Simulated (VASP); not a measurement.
An input for Quantum ESPRESSO's pw.x (written as the equivalent of a VASP run, and not itself run):

```
&CONTROL
  calculation = 'scf'
  pseudo_dir = './pseudo'
  outdir = './out'
  tprnfor = .true.
  tstress = .true.
/
&SYSTEM
  ibrav = 0
  nat = 1
  ntyp = 1
  ecutwfc = 88
  occupations = 'tetrahedra'
  input_dft = 'vdw-df-ob86'
/
&ELECTRONS
  conv_thr = 7.3e-09
  electron_maxstep = 100
/
ATOMIC_SPECIES
  Na 22.990 Na.upf
CELL_PARAMETERS angstrom
    -2.0881070    2.0881070    2.0881070
     2.0881070   -2.0881070    2.0881070
     2.0881070    2.0881070   -2.0881070
ATOMIC_POSITIONS crystal
  Na   0.0000000  0.0000000  0.0000000
K_POINTS automatic
  14 14 14 0 0 0
```

Question: Write the VASP files for the same calculation (optB86b-vdW).

Answer: This is not unique; one that fits is 
**KPOINTS**
```
kpoints
0
gamma
  14 14 14
0 0 0
```

INCAR:
```
SYSTEM=Na
PREC=Accurate; ENCUT=520; LREAL=.FALSE.
LASPH=.TRUE.
EDIFF=1E-7; NELM=100; ALGO=Normal
ISMEAR=-5
GGA=MK; LUSE_VDW=.TRUE.; AGGAC=0.0
PARAM1=0.1234; PARAM2=1.0
ISIF=2
LWAVE=.FALSE.; LCHARG=.TRUE.; LORBIT=11
NEDOS=601
```

File POSCAR:
```
Na
3.6167070
 -0.5773503341   0.5773503341   0.5773503341
  0.5773503341  -0.5773503341   0.5773503341
  0.5773503341   0.5773503341  -0.5773503341
Na
1
Cart
  0.0000000000   0.0000000000   0.0000000000
```

POTCAR, in this order: Na_pv (PBE.64 set). Program: vasp_std.

The two are equivalent in intent, not identical: the potentials are each code's own (VASP's PAW set, PseudoDojo norm-conserving files in pw.x), so ENCUT and ecutwfc are chosen apart and not converted; conv_thr bounds pw.x's estimated SCF error, while EDIFF bounds the energy change between steps.

The compound is Na in the bcc structure. It was relaxed first, which changed the volume by -6 %.
